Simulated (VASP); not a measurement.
# A VASP study of ZrTa (PBE + D3(BJ)): structure first, properties next, part 2 of 2

What structure does ZrTa take at this level, and what are its properties? The cell is invented: it takes the structure of COD entry 1527321, ZrRu (space group 221 there), with some of its atoms replaced by other elements, volume scaled by an estimate. It may not be a known or stable phase.

VASP 6.6.1, plane waves and PAW; the level of theory is named at each step.

Still holding for the runs below: This run has no spin polarisation. Its electron count is odd, so without a moment it is a metal by construction. The k-mesh is coarse for a metal.

So far. Step 7 (Bands along the symmetry lines (PBE + D3(BJ))): There is no gap at this level. Step 8 (Total and projected DOS (PBE + D3(BJ))): The finer mesh and the other smearing move the Fermi level by +0.03 eV from the 7×7×7 run, a small shift, which tests the Fermi level alone. Of the states within 0.3 eV of the Fermi level, the largest shares in the PAW spheres are Ta d 32 % and Zr d 22 %. The rest lies in smaller channels or between the spheres. The relaxed cell has a = 3.399 Å (conventional setting).

## 9. Bands along the symmetry lines (PBE + D3(BJ) + SOC)

This step: PBE with D3(BJ), spin-orbit coupling; plane waves and PAW (Ta_pv, Zr_sv); invented cell (VASP 6.6.1).

Levels along the symmetry lines show where the bands peak and cross; KPOINTS_OPT computes them in the converged potential. Spin-orbit coupling needs spinors and the noncollinear program, where each band holds one electron.

The input, INCAR:

```
SYSTEM = ZrTa
PREC = Accurate
ENCUT = 400
EDIFF = 1E-06
NELM = 100
ISMEAR = 1
SIGMA = 0.2
LREAL = .FALSE.
ALGO = Normal
GGA = PE
IVDW = 12
LNONCOLLINEAR = .TRUE.
MAGMOM = 0 0 0 0 0 0
NBANDS = 34
GGA_COMPAT = .FALSE.
LASPH = .TRUE.
LSORBIT = .TRUE.
LMAXMIX = 4
LORBIT = 11
LWAVE = .FALSE.
LCHARG = .FALSE.
```

The input, POSCAR:

```
ZrTa
1.0
    3.3993933262      0.0000000000      0.0000000000
    0.0000000000      3.3993933262      0.0000000000
    0.0000000000      0.0000000000      3.3993933262
Ta Zr
1 1
Direct
    0.0000000000      0.0000000000      0.0000000000
    0.5000000000      0.5000000000      0.5000000000
```

The input, KPOINTS:

```
Automatic mesh
0
Gamma
5 5 5
0 0 0
```

The input, KPOINTS_OPT:

```
Line mode
16
Line-mode
Reciprocal
  0.00000000   0.00000000   0.00000000 GAMMA
  0.00000000   0.50000000   0.00000000 X

  0.00000000   0.50000000   0.00000000 X
  0.50000000   0.50000000   0.00000000 M

  0.50000000   0.50000000   0.00000000 M
  0.00000000   0.00000000   0.00000000 GAMMA

  0.00000000   0.00000000   0.00000000 GAMMA
  0.50000000   0.50000000   0.50000000 R

  0.50000000   0.50000000   0.50000000 R
  0.00000000   0.50000000   0.00000000 X

  0.50000000   0.50000000   0.00000000 M
  0.50000000   0.50000000   0.50000000 R
```

The projector-augmented-wave data sets are Ta_pv and Zr_sv (PBE family, release 64).

Launch:

```
$ mpirun -np 1 vasp_ncl
```

Wall time 41 s (1 MPI rank of Intel Xeon 6975P-C (Granite Rapids), shared host); peak memory 0.21 GiB.

LASPH is on here and off in scalar runs of this session, so a comparison with those holds both changes.

This step gave:

| Item | Value |
| --- | --- |
| bands | 34 |
| irreducible k-points | 10 |
| free energy (TOTEN) | -21.93 eV |
| energy at zero smearing | -21.93 eV |
| Fermi energy | 7.753 eV |
| pressure | -1.634 GPa |

On-site spin-orbit energy by atom:

```
atom  on-site spin-orbit energy (eV)
 Ta1                           -1.45
 Zr2                           -0.14
```

Electronic bands along the path, in eV, zero at the Fermi level; # counts the bands kept in this run:

| point | #5 | #6 | #7 | #8 | #9 | #10 | #11 | #12 |
| --- | --- | --- | --- | --- | --- | --- | --- | --- |
| Γ | -3.32 | -3.32 | 0.85 | 0.85 | 0.85 | 0.85 | 1.13 | 1.13 |
| 0.47 of the way | -2.57 | -2.57 | 0.74 | 0.74 | 0.90 | 0.90 | 1.46 | 1.46 |
| X | -1.03 | -1.03 | -0.26 | -0.26 | 0.99 | 0.99 | 1.29 | 1.29 |
| 0.53 of the way | -0.48 | -0.48 | -0.35 | -0.35 | -0.28 | -0.28 | 0.28 | 0.28 |
| M | -1.20 | -1.20 | -1.11 | -1.11 | 1.60 | 1.60 | 2.10 | 2.10 |
| 0.53 of the way | -1.73 | -1.73 | -0.14 | -0.14 | 0.22 | 0.22 | 1.51 | 1.51 |
| Γ | -3.32 | -3.32 | 0.85 | 0.85 | 0.85 | 0.85 | 1.13 | 1.13 |
| 0.53 of the way | -1.24 | -1.24 | -1.09 | -1.09 | -0.73 | -0.73 | -0.73 | -0.73 |
| R | -0.79 | -0.79 | -0.78 | -0.78 | -0.63 | -0.63 | -0.63 | -0.63 |
| 0.53 of the way | -1.23 | -1.23 | -0.91 | -0.91 | -0.19 | -0.19 | -0.06 | -0.06 |
| X | -1.03 | -1.03 | -0.26 | -0.26 | 0.99 | 0.99 | 1.29 | 1.29 |
| jump to M | -1.20 | -1.20 | -1.11 | -1.11 | 1.60 | 1.60 | 2.10 | 2.10 |
| 0.47 of the way | -1.31 | -1.31 | -1.18 | -1.18 | 0.55 | 0.55 | 0.93 | 0.93 |
| R | -0.79 | -0.79 | -0.78 | -0.78 | -0.63 | -0.63 | -0.63 | -0.63 |

Of the projections kept (Ta, Zr), the largest for each band there, as a share of the weight inside these atoms' spheres; weight between the spheres isn't counted:

```csv
point,#5,#6,#7,#8,#9,#10,#11,#12
Γ,Ta 0.56,Ta 0.56,Ta 0.60,Ta 0.60,Ta 0.60,Ta 0.60,Ta 0.57,Ta 0.57
X,Ta 1.00,Ta 1.00,Zr 1.00,Zr 1.00,Ta 0.96,Ta 0.96,Ta 0.96,Ta 0.96
M,Ta 0.57,Ta 0.57,Ta 0.54,Ta 0.54,Ta 0.62,Ta 0.62,Ta 0.57,Ta 0.57
Γ,Ta 0.56,Ta 0.56,Ta 0.60,Ta 0.60,Ta 0.60,Ta 0.60,Ta 0.57,Ta 0.57
R,Ta 0.87,Ta 0.87,Ta 0.86,Ta 0.86,Zr 0.81,Zr 0.81,Zr 0.81,Zr 0.81
X,Ta 1.00,Ta 1.00,Zr 1.00,Zr 1.00,Ta 0.96,Ta 0.96,Ta 0.96,Ta 0.96
```

At these settings, which differ from those of the relaxation, the cell is under a tension of 1.6 GPa. Spin-orbit coupling and whatever else the input changes with it, such as the mesh, can each hold a part of this; the runs don't part them.

## 10. Bands along the symmetry lines (PBE + D3(BJ)) with a changed input

This step: PBE with D3(BJ); plane waves and PAW (Ta_pv, Zr_sv); invented cell (VASP 6.6.1).

The mesh alone shows little of the dispersion and can miss band extrema, so KPOINTS_OPT adds a path through the symmetry points after the self-consistent cycle. Some settings are moved from the usual, to see what they do.

The input, INCAR:

```
SYSTEM = ZrTa
PREC = Accurate
ENCUT = 400
EDIFF = 1E-06
NELM = 100
ISMEAR = 1
SIGMA = 0.2
LREAL = .FALSE.
ALGO = Normal
GGA = PE
IVDW = 12
NBANDS = 15
LORBIT = 11
LWAVE = .FALSE.
LCHARG = .FALSE.
LMAXMIX = 6
```

POSCAR is that of step 9.

The input, KPOINTS:

```
Automatic mesh
0
Gamma
7 7 7
0 0 0
```

KPOINTS_OPT is that of step 9.

Launch:

```
$ mpirun -np 1 vasp_std
```

It took 9 s on 1 MPI rank; peak memory 0.15 GiB.

LMAXMIX acts on the way to self-consistency or on speed; a fully converged result doesn't depend on them, though slow mixing can meet EDIFF with the stress still off.

This step gave:

| Property | Result |
| --- | --- |
| SCF cycles | 12 |
| bands | 15 |
| irreducible k-points | 20 |
| free energy (TOTEN) | -21.14 eV |
| energy at zero smearing | -21.13 eV |
| Fermi energy | 7.733 eV |
| pressure | 0.007020 GPa |

Electronic bands along the path, in eV, zero at the Fermi level; # counts the bands kept in this run:

| point | #1 | #2 | #3 | #4 | #5 | #6 | #7 | #8 |
| --- | --- | --- | --- | --- | --- | --- | --- | --- |
| Γ | -6.64 | -3.30 | -3.30 | 0.95 | 0.95 | 0.95 | 3.99 | 3.99 |
| 0.47 of the way | -5.58 | -2.71 | -2.56 | 0.85 | 0.85 | 1.45 | 2.39 | 3.79 |
| X | -3.25 | -2.50 | -0.99 | -0.26 | 1.17 | 1.17 | 1.75 | 1.75 |
| 0.53 of the way | -3.54 | -2.81 | -0.41 | -0.37 | -0.25 | 0.25 | 2.91 | 2.95 |
| M | -4.01 | -3.28 | -1.15 | -1.15 | 1.85 | 1.85 | 3.53 | 4.25 |
| 0.53 of the way | -4.79 | -2.45 | -1.71 | -0.13 | 0.24 | 1.56 | 2.18 | 3.16 |
| Γ | -6.64 | -3.30 | -3.30 | 0.95 | 0.95 | 0.95 | 3.99 | 3.99 |
| 0.53 of the way | -3.32 | -1.25 | -1.17 | -1.17 | -0.74 | -0.74 | 4.11 | 4.11 |
| R | -0.88 | -0.88 | -0.88 | -0.76 | -0.76 | -0.76 | 4.43 | 4.43 |
| 0.53 of the way | -2.84 | -2.15 | -1.20 | -0.89 | -0.16 | -0.10 | 3.36 | 3.49 |
| X | -3.25 | -2.50 | -0.99 | -0.26 | 1.17 | 1.17 | 1.75 | 1.75 |
| jump to M | -4.01 | -3.28 | -1.15 | -1.15 | 1.85 | 1.85 | 3.53 | 4.27 |
| 0.47 of the way | -2.89 | -2.27 | -1.24 | -1.24 | 0.74 | 0.74 | 3.92 | 4.35 |
| R | -0.88 | -0.88 | -0.88 | -0.76 | -0.76 | -0.76 | 4.43 | 4.43 |

Of the projections kept (Ta, Zr), the largest for each band there, as a share of the weight inside these atoms' spheres; weight between the spheres isn't counted:

```
point       #1       #2       #3       #4       #5       #6       #7       #8
    Γ  Ta 0.60  Ta 0.56  Ta 0.56  Ta 0.59  Ta 0.59  Ta 0.59  Zr 0.54  Zr 0.54
    X  Ta 0.80  Zr 0.72  Ta 1.00  Zr 1.00  Ta 0.96  Ta 0.96  Zr 0.93  Zr 0.93
    M  Ta 0.55  Ta 0.56  Ta 0.55  Ta 0.55  Ta 0.59  Ta 0.59  Ta 0.81  Zr 0.66
    Γ  Ta 0.60  Ta 0.56  Ta 0.56  Ta 0.59  Ta 0.59  Ta 0.59  Zr 0.54  Zr 0.54
    R  Zr 0.80  Zr 0.80  Zr 0.80  Ta 0.87  Ta 0.87  Ta 0.87  Ta 1.00  Ta 1.00
    X  Ta 0.80  Zr 0.72  Ta 1.00  Zr 1.00  Ta 0.96  Ta 0.96  Zr 0.93  Zr 0.93
```

Against the sound run “Bands along the symmetry lines (PBE + D3(BJ))”, the energy at zero smearing moves by -0.0 meV an atom, the pressure by -0.01 GPa and the Fermi level by +0.00 eV.

## 11. Outcome

| Item | Value |
| --- | --- |
| relaxed volume | 19.64 Å³/atom |
| relaxed conventional cell a, b, c | 3.399, 3.399, 3.399 Å |
| space group after relaxing, within 0.02 Å | Pm-3m (No. 221) |
| band gap | none, a metal |
| DOS at the Fermi level | 4.45 states/eV/cell |
| band gap (PBE + D3(BJ) + SOC) | none, a metal |

With PBE + D3(BJ), ZrTa relaxes to 19.64 Å³/atom in space group Pm-3m (held by the symmetry of the run) and comes out as a metal. Bands along the symmetry lines (PBE + D3(BJ)): Of the bands kept, 3 cross the Fermi level on this path. Bands along the symmetry lines (PBE + D3(BJ) + SOC): Of the bands kept, 6 cross the Fermi level on this path (spinor bands, one electron each). Bands along the symmetry lines (PBE + D3(BJ)) with a changed input: Of the bands kept, 3 cross the Fermi level on this path. LASPH was switched on together with spin-orbit coupling, so shifts put down to the coupling hold both changes, and that of the mesh where it differs. The k-sampling is coarse for a metal, so the Fermi level, pressures and the shape of the cell carry errors. With an odd electron count and no spin the cell is a metal by construction. No search among competing phases was made. All values are for a static lattice at zero temperature.

[Lines on the potential files, build, host, timing and source positions are cut from VASP's logs without a mark.]

[Logs are printed without paths, hosts, clocks, repeated set-up lines and the standing remarks that a program may print on its own settings, such as how far it seeks lower states.]

[Hosts, paths, dates, database ids (printed as entryN), source tags and the programs' standing remarks are cut or masked in the printed files.]

[A measured line is paired with the nearest computed mode of its activity, which favours agreement.]

[In band tables of VASP the shares of atoms and orbitals are scaled to a sum of 1 inside the atoms' spheres.]
